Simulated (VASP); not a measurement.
A run of VASP 6.6.1 is set up as follows.

Contents of INCAR:

```
PREC = Accurate ; ENCUT = 600
EDIFF = 1E-6 ; ISMEAR = -1
SIGMA = 0.05 ; LREAL = F
LASPH = T ; NELM = 100
ALGO = Normal ; ISIF = 3
LWAVE = F ; LCHARG = F
GGA = PE ; IVDW = 12
IBRION = 2 ; NSW = 40
EDIFFG = -0.01
```

KPOINTS

```
Automatic mesh
0
Gamma
  6 6 6
```

Contents of POSCAR:

```
BiTe
1.0
    2.4227077728      1.3987509848      3.3172919545
   -2.4227077728      1.3987509848      3.3172919545
    0.0000000000     -2.7975019696      3.3172919545
Bi Te
1 1
Direct
    0.5000000000      0.5000000000      0.5000000000
    0.0000000000      0.0000000000      0.0000000000
```

Potentials or basis: VASP PAW PBE potentials, release 64 (Bi_d, Te).

Command:

```console
$ cat potpaw_PBE.64/Bi_d/POTCAR potpaw_PBE.64/Te/POTCAR > POTCAR
$ mpirun -np 1 vasp_std > vasp.out
```

Problem. What does it give for the relaxed cell?

Solution. a = 4.216 Å, b = 4.216 Å, c = 4.216 Å, α = 69.75°, β = 69.75°, γ = 69.75°.

Problem. Estimate the relaxed volume.

Solution. 31.87 Å³/atom.

Problem. Predict the dispersion energy per atom.

Solution. -0.480 eV.

Problem. What does it give for the space group after relaxing (to 0.05 Å)?

Solution. R-3m (No. 166).

Final structure:
```cif
data_structure
_symmetry_space_group_name_H-M 'P 1'
_symmetry_Int_Tables_number 1
_cell_length_a 4.2159
_cell_length_b 4.2159
_cell_length_c 4.2159
_cell_angle_alpha 69.749
_cell_angle_beta 69.749
_cell_angle_gamma 69.749
_cell_volume 63.74
loop_
_atom_site_label
_atom_site_type_symbol
_atom_site_fract_x
_atom_site_fract_y
_atom_site_fract_z
_atom_site_occupancy
Bi1 Bi 0.50000 0.50000 0.50000 1
Te1 Te 0.00000 0.00000 0.00000 1
```

Caveat: pairwise dispersion overbinds metals, which lowers pressure and volume.
